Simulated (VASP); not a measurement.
VASP ran on this input.

File KPOINTS:
```
Automatic mesh
0
G
  9 9 7
```

POSCAR:
```
Ga
1
    2.0654684127    -3.5426848993    -0.0000000000
    2.0654684127     3.5426848993     0.0000000000
    0.0000000000    -0.0000000000     4.1786859085
Ga
4
Direct
  0.1547997681   0.8452002319   0.9149294566
  0.3452002319   0.6547997681   0.4149294566
  0.6547997681   0.3452002319   0.5850705434
  0.8452002319   0.1547997681   0.0850705434
```

### INCAR
```
SYSTEM = Ga
PREC = Accurate
ENCUT = 500
EDIFF = 1E-6
NELM = 100
ALGO = Normal
LREAL = .FALSE.
LASPH = .TRUE.
ISMEAR = 1
SIGMA = 0.1
LMAXMIX = 4
LWAVE = .FALSE.
LCHARG = .FALSE.
IBRION = 2
ISIF = 3
NSW = 40
EDIFFG = -0.02
PSTRESS = 200
```

POTCAR, in this order: Ga_d (LDA.64 set). Program: vasp_std.

Write an equivalent input for Quantum ESPRESSO's pw.x.

One equivalent input (not run):
```
&CONTROL
  calculation = 'vc-relax'
  pseudo_dir = './pseudo'
  outdir = './out'
  tprnfor = .true.
  tstress = .true.
  nstep = 40
  forc_conv_thr = 0.00078
/
&SYSTEM
  ibrav = 0
  nat = 4
  ntyp = 1
  ecutwfc = 80
  occupations = 'smearing'
  smearing = 'methfessel-paxton'
  degauss = 0.00735
  input_dft = 'pz'
/
&ELECTRONS
  conv_thr = 7.3e-08
  electron_maxstep = 100
/
&IONS
/
&CELL
  press = 200
/
ATOMIC_SPECIES
  Ga 69.723 Ga.upf
CELL_PARAMETERS angstrom
     2.0654684   -3.5426849   -0.0000000
     2.0654684    3.5426849    0.0000000
     0.0000000   -0.0000000    4.1786859
ATOMIC_POSITIONS crystal
  Ga   0.1547998  0.8452002  0.9149295
  Ga   0.3452002  0.6547998  0.4149295
  Ga   0.6547998  0.3452002  0.5850705
  Ga   0.8452002  0.1547998  0.0850705
K_POINTS automatic
  9 9 7 0 0 0
```
Limits of the translation: the potentials are each code's own (VASP's PAW set, PseudoDojo norm-conserving files in pw.x), so ENCUT and ecutwfc are chosen apart and not converted; conv_thr bounds pw.x's estimated SCF error, while EDIFF bounds the energy change between steps; forc_conv_thr acts on force components and is met together with etot_conv_thr.

The compound is Ga in the alpha structure. This run relaxes it under an external pressure of 20 GPa. Symmetry was kept, so distortions that lower it aren't found.
